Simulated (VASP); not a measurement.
Consider the following.

```xyz
2
Lattice="0.0000 2.0377 2.0377 2.0377 0.0000 2.0377 2.0377 2.0377 0.0000" Properties=species:S:1:pos:R:3 pbc="T T T"
V      2.0377     2.0377     2.0377
N      0.0000     0.0000     0.0000
```

Computed with PBEsol GGA, VASP's PBE PAW potentials (set 64) (plane waves; VASP). Run with 520 eV cut-off, Gaussian smearing of 0.050 eV, potentials V_sv N.

Task: Give the energies of bands 6 to 12 at the high-symmetry points, in eV from the Fermi level.

Result: 
```tsv
band	Γ	X	U	L	W
6	-2.26	-6.81	-6.73	-9.19	-6.40
7	-2.26	-4.05	-6.67	-6.31	-6.40
8	-2.26	-3.72	-5.19	-6.31	-6.16
9	-1.61	-3.72	-1.23	0.66	0.16
10	-1.61	0.53	0.93	0.66	0.16
11	-1.61	1.32	1.41	1.59	1.33
12	-0.51	1.32	2.85	5.27	2.35
```

It has no gap at this level: it comes out as a metal or semimetal.

The structure comes from a measured VN entry (Fm-3m) of the Crystallography Open Database, whose conditions weren't checked. It was relaxed first. The run is not spin-polarised, so no magnetic state was tried. VASP warned that the highest band is occupied, so more bands are needed.
